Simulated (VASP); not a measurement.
Computed with PBEsol GGA, VASP's PBE PAW potentials (set 64) (plane waves; VASP).

A VASP calculation is set up with these files.

File KPOINTS:
```
Automatic mesh
0
Gamma
16 16 16
0 0 0
```

POSCAR:
```
Rh
1.0
  0.0000000000   1.8118721864   1.8118721864
  1.8118721864   0.0000000000   1.8118721864
  1.8118721864   1.8118721864   0.0000000000
Rh
1
Cart
  3.6237443728   3.6237443728   3.6237443728
```

INCAR:
```
! general
SYSTEM  = Rh
PREC    = Accurate
ENCUT   = 480   ! plane-wave cut-off (eV)
LREAL   = .False.
LASPH   = .True.

! electronic loop
EDIFF   = 1E-7
NELM    = 100   ! most electronic steps
ALGO    = Normal
LMAXMIX = 4   ! l cut-off of mixed one-centre charges

! smearing
ISMEAR  = 1   ! Methfessel-Paxton
SIGMA   = 0.1   ! width (eV)

! functional
GGA     = PS   ! PBEsol

! ions
ISIF    = 2

! output
LWAVE   = .False.
LCHARG  = .False.
```

POTCAR, in this order: Rh_pv (PBE.64 set). Program: vasp_std.

The run wrote:

OUTCAR:
```
 ion  position               nearest neighbor table
   1  0.000  0.000  0.000-
  LATTYP: Found a face centered cubic cell.
 ALAT       =     3.6237443728
 Subroutine PRICEL returns:
 Original cell was already a primitive cell.
 Subroutine GETGRP returns: Found 48 space group operations
The static configuration has the point symmetry O_h .
The dynamic configuration has the point symmetry O_h .
 Subroutine INISYM returns: Found 48 space group operations
 Subroutine IBZKPT returns following result:
 Found    145 irreducible k-points:

 Following reciprocal coordinates:
            Coordinates               Weight
  0.000000  0.000000  0.000000      1.000000
  0.062500  0.000000  0.000000      8.000000
  0.125000  0.000000  0.000000      8.000000
  0.187500  0.000000  0.000000      8.000000
  0.250000  0.000000  0.000000      8.000000
  0.312500  0.000000  0.000000      8.000000
  0.375000  0.000000  0.000000      8.000000
  0.437500  0.000000  0.000000      8.000000
  0.500000  0.000000  0.000000      4.000000
  0.062500  0.062500  0.000000      6.000000
...
```

OSZICAR:
```
       N       E                     dE             d eps       ncg     rms          rms(c)
DAV:   1     0.108137501937E+03    0.10814E+03   -0.90485E+03  3209   0.142E+03
DAV:   2    -0.720159613428E+01   -0.11534E+03   -0.11060E+03  3271   0.381E+02
DAV:   3    -0.847599737421E+01   -0.12744E+01   -0.12702E+01  3697   0.457E+01
DAV:   4    -0.848281871873E+01   -0.68213E-02   -0.68208E-02  3520   0.342E+00
DAV:   5    -0.848291482773E+01   -0.96109E-04   -0.96107E-04  3650   0.377E-01    0.160E+01
DAV:   6    -0.795212942350E+01    0.53079E+00   -0.10500E+00  3361   0.158E+01    0.608E+00
DAV:   7    -0.791395080766E+01    0.38179E-01   -0.55049E-02  3805   0.332E+00    0.223E+00
DAV:   8    -0.790842731301E+01    0.55235E-02   -0.63877E-03  3325   0.137E+00    0.370E-01
DAV:   9    -0.790815565206E+01    0.27166E-03   -0.16523E-04  3775   0.221E-01    0.411E-02
DAV:  10    -0.790816167812E+01   -0.60261E-05   -0.30172E-06  3610   0.249E-02    0.521E-03
DAV:  11    -0.790816179115E+01   -0.11302E-06   -0.42821E-07  3601   0.102E-02    0.669E-04
DAV:  12    -0.790816167358E+01    0.11757E-06   -0.12817E-08  1919   0.199E-03    0.106E-04
DAV:  13    -0.790816166740E+01    0.61809E-08   -0.10984E-09  1808   0.478E-04
   1 F= -.79081617E+01 E0= -.79080308E+01  d E =-.392715E-03
```

### OUTCAR
```
------------------------ aborting loop because EDIFF is reached ----------------------------------------
  FORCE on cell =-STRESS in cart. coord.  units (eV):
  Direction    XX          YY          ZZ          XY          YZ          ZX
  --------------------------------------------------------------------------------------
  Total        3.8302916      3.8302916      3.8302916      0.0000000      0.0000000      0.0000000
  in kB      515.8575009    515.8575009    515.8575009      0.0000000      0.0000000      0.0000000
  external PRESSURE =     515.8575009 kB  Pullay stress =       0.0000000 kB
  volume of cell :       11.90
      direct lattice vectors                 reciprocal lattice vectors
     0.000000000  1.811872186  1.811872186    -0.275957655  0.275957655  0.275957655
     1.811872186  0.000000000  1.811872186     0.275957655 -0.275957655  0.275957655
     1.811872186  1.811872186  0.000000000     0.275957655  0.275957655 -0.275957655
 POSITION                                       TOTAL-FORCE (eV/Angst)
 -----------------------------------------------------------------------------------
      0.00000      0.00000      0.00000         0.000000      0.000000      0.000000
 -----------------------------------------------------------------------------------
    total drift:                                0.000000     -0.000000      0.000000
  FREE ENERGIE OF THE ION-ELECTRON SYSTEM (eV)
  ---------------------------------------------------
  free  energy   TOTEN  =        -7.9081616674 eV

  energy  without entropy=       -7.9077689522  energy(sigma->0) =       -7.90803076
```
(Selected blocks of OUTCAR.)

### OUTCAR
```
 val. band max:       14.5925022649   @ k =   0.3125   0.1875   0.0625

 cond. band min:      14.6045781823   @ k =  -0.3750   0.2500   0.0000


 Fermi energy:        14.6038185588

 k-point     1 :       0.0000    0.0000    0.0000
  band No.  band energies     occupation
      1     -31.9638      2.00000
      2     -31.9638      2.00000
      3     -31.9638      2.00000
      4       5.4666      2.00000
      5      10.7523      2.00000
      6      10.7523      2.00000
      7      10.7523      2.00000
      8      13.4017      2.00000
      9      13.4017      2.00000
     10      30.3260      0.00000
     11      34.5832      0.00000

 k-point     2 :       0.0625    0.0000    0.0000
  band No.  band energies     occupation
      1     -32.0120      2.00000
      2     -31.9701      2.00000
      3     -31.9701      2.00000
      4       5.6488      2.00000
      5      10.6621      2.00000
      6      10.8280      2.00000
      7      10.8280      2.00000
      8      13.3543      2.00000
      9      13.3543      2.00000
     10      30.6253      0.00000
     11      34.5816      0.00000

 k-point     3 :       0.1250    0.0000    0.0000
  band No.  band energies     occupation
      1     -32.1481      2.00000
      2     -31.9878      2.00000
      3     -31.9878      2.00000
      4       6.1572      2.00000
      5      10.4542      2.00000
      6      11.0173      2.00000
      7      11.0173      2.00000
      8      13.2619      2.00000
      9      13.2619      2.00000
     10      31.4202      0.00000
     11      34.0166      0.00000

 k-point     4 :       0.1875    0.0000    0.0000
  band No.  band energies     occupation
      1     -32.3489      2.00000
      2     -32.0142      2.00000
      3     -32.0142      2.00000
      4       6.8410      2.00000
      5      10.3311      2.00000
      6      11.1925      2.00000
      7      11.1925      2.00000
      8      13.2773      2.00000
      9      13.2773      2.00000
...
```

The compound is Rh in the fcc structure. This cell was strained or had an atom moved on purpose.
